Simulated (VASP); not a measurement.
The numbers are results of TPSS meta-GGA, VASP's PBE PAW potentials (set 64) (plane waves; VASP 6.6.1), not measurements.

The input files of a VASP run:

POSCAR:
```
Sr
1.0
  0.0000000000   3.0172200896   3.0172200896
  3.0172200896   0.0000000000   3.0172200896
  3.0172200896   3.0172200896   0.0000000000
Sr
1
Cart
  0.0000000000   0.0000000000   0.0000000000
```

**INCAR**
```
# general
SYSTEM =Sr
PREC   =Accurate
ENCUT  =520
LREAL  =.FALSE.
LASPH  =.TRUE.

# electronic loop
EDIFF  =1E-6
NELM   =100
ALGO   =Normal
LMAXMIX=4
LMIXTAU=.TRUE.

# smearing
ISMEAR =1
SIGMA  =0.1

# functional
METAGGA=TPSS

# ions
IBRION =2
NSW    =60
ISIF   =3
EDIFFG =-0.01

# output
LWAVE  =.FALSE.
LCHARG =.FALSE.
```

### KPOINTS
```
Automatic mesh
0
gamma
  10 10 10
0 0 0
```

POTCAR, in this order: Sr_sv (PBE.64 set). Program: vasp_std.

Output

**OUTCAR**
```
 ion  position               nearest neighbor table
   1  0.000  0.000  0.000-
  LATTYP: Found a face centered cubic cell.
 ALAT       =     6.0344401792
 Subroutine PRICEL returns:
 Original cell was already a primitive cell.
 Subroutine GETGRP returns: Found 48 space group operations
The static configuration has the point symmetry O_h .
The dynamic configuration has the point symmetry O_h .
 Subroutine INISYM returns: Found 48 space group operations
 Subroutine IBZKPT returns following result:
 Found     47 irreducible k-points:

 Following reciprocal coordinates:
            Coordinates               Weight
  0.000000  0.000000  0.000000      1.000000
  0.100000  0.000000  0.000000      8.000000
  0.200000  0.000000  0.000000      8.000000
  0.300000  0.000000  0.000000      8.000000
  0.400000  0.000000  0.000000      8.000000
  0.500000  0.000000  0.000000      4.000000
  0.100000  0.100000  0.000000      6.000000
  0.200000  0.100000  0.000000     24.000000
  0.300000  0.100000  0.000000     24.000000
  0.400000  0.100000  0.000000     24.000000
  0.500000  0.100000  0.000000     24.000000
 -0.400000  0.100000  0.000000     24.000000
 -0.300000  0.100000  0.000000     24.000000
 -0.200000  0.100000  0.000000     24.000000
 -0.100000  0.100000  0.000000     12.000000
  0.200000  0.200000  0.000000      6.000000
  0.300000  0.200000  0.000000     24.000000
  0.400000  0.200000  0.000000     24.000000
  0.500000  0.200000  0.000000     24.000000
 -0.400000  0.200000  0.000000     24.000000
 -0.300000  0.200000  0.000000     24.000000
 -0.200000  0.200000  0.000000     12.000000
  0.300000  0.300000  0.000000      6.000000
  0.400000  0.300000  0.000000     24.000000
  0.500000  0.300000  0.000000     24.000000
...
```

OSZICAR:
```
       N       E                     dE             d eps       ncg     rms          rms(c)
DAV:   1     0.677972847136E+02    0.67797E+02   -0.63586E+03  1307   0.685E+03
DAV:   2     0.948996754711E+01   -0.58307E+02   -0.57023E+02  1065   0.401E+02
DAV:   3     0.505731507544E+01   -0.44327E+01   -0.44021E+01  1578   0.102E+02
DAV:   4     0.499301530170E+01   -0.64300E-01   -0.63723E-01  1497   0.118E+01
DAV:   5     0.499118806874E+01   -0.18272E-02   -0.18246E-02  1469   0.173E+00    0.791E+01
DAV:   6    -0.102582496569E+02   -0.15249E+02   -0.36171E+01  1058   0.734E+01    0.176E+01
DAV:   7    -0.103086373928E+02   -0.50388E-01   -0.13491E+00  1378   0.106E+01    0.155E+01
DAV:   8    -0.102950475162E+02    0.13590E-01   -0.35331E-02  1114   0.192E+00    0.106E+01
DAV:   9    -0.102937255656E+02    0.13220E-02   -0.83384E-01   846   0.166E+01    0.386E-01
DAV:  10    -0.102707876120E+02    0.22938E-01   -0.83086E-01   846   0.154E+01    0.802E-01
DAV:  11    -0.103544349871E+02   -0.83647E-01   -0.33953E-01   846   0.890E+00    0.555E-01
DAV:  12    -0.102320217206E+02    0.12241E+00   -0.20307E-01   852   0.636E+00    0.503E-01
DAV:  13    -0.102936765040E+02   -0.61655E-01   -0.11687E-01   851   0.374E+00    0.454E-01
DAV:  14    -0.102947038837E+02   -0.10274E-02   -0.10798E-03  1218   0.317E-01    0.123E+00
DAV:  15    -0.102944591931E+02    0.24469E-03   -0.58458E-04   931   0.251E-01    0.115E+00
DAV:  16    -0.102947090048E+02   -0.24981E-03   -0.56758E-04   891   0.306E-01    0.148E-01
DAV:  17    -0.102936489669E+02    0.10600E-02   -0.15964E-04   910   0.138E-01    0.160E-01
DAV:  18    -0.102938694664E+02   -0.22050E-03   -0.10525E-05  1183   0.344E-02    0.140E-01
DAV:  19    -0.102941837185E+02   -0.31425E-03   -0.18965E-04  1014   0.103E-01    0.959E-02
DAV:  20    -0.102954205799E+02   -0.12369E-02   -0.78833E-04   856   0.309E-01    0.116E-01
DAV:  21    -0.102954834980E+02   -0.62918E-04   -0.78263E-05   870   0.103E-01    0.754E-02
DAV:  22    -0.102958099056E+02   -0.32641E-03   -0.14330E-04   857   0.121E-01    0.417E-02
DAV:  23    -0.102958232543E+02   -0.13349E-04   -0.11584E-05   872   0.376E-02    0.328E-02
DAV:  24    -0.102958337729E+02   -0.10519E-04   -0.34438E-05   857   0.711E-02    0.287E-02
DAV:  25    -0.102958625634E+02   -0.28790E-04   -0.12203E-05   858   0.468E-02    0.776E-03
DAV:  26    -0.102958671617E+02   -0.45983E-05   -0.16477E-06   872   0.164E-02    0.302E-03
DAV:  27    -0.102958669354E+02    0.22625E-06   -0.16331E-07   498   0.597E-03
   1 F= -.10295867E+02 E0= -.10295054E+02  d E =-.102959E+02
```

### OUTCAR
```
------------------------ aborting loop because EDIFF is reached ----------------------------------------
  FORCE on cell =-STRESS in cart. coord.  units (eV):
  Direction    XX          YY          ZZ          XY          YZ          ZX
  --------------------------------------------------------------------------------------
  Total       -0.0093772     -0.0093772     -0.0093772      0.0000000     -0.0000000     -0.0000000
  in kB       -0.2734836     -0.2734836     -0.2734836      0.0000000     -0.0000000     -0.0000000
  external PRESSURE =      -0.2734836 kB  Pullay stress =       0.0000000 kB
  volume of cell :       54.94
      direct lattice vectors                 reciprocal lattice vectors
     0.000000000  3.017220090  3.017220090    -0.165715455  0.165715455  0.165715455
     3.017220090  0.000000000  3.017220090     0.165715455 -0.165715455  0.165715455
     3.017220090  3.017220090  0.000000000     0.165715455  0.165715455 -0.165715455
 POSITION                                       TOTAL-FORCE (eV/Angst)
 -----------------------------------------------------------------------------------
      0.00000      0.00000      0.00000         0.000000      0.000000      0.000000
 -----------------------------------------------------------------------------------
    total drift:                                0.000000      0.000000      0.000000
  FREE ENERGIE OF THE ION-ELECTRON SYSTEM (eV)
  ---------------------------------------------------
  free  energy   TOTEN  =       -10.2958669354 eV

  energy  without entropy=      -10.2934272819  energy(sigma->0) =      -10.29505372

 reached required accuracy - stopping structural energy minimisation
```
(Selected blocks of OUTCAR.)

The compound is Sr in the fcc structure. It was relaxed first. The start is the result of an earlier pass.
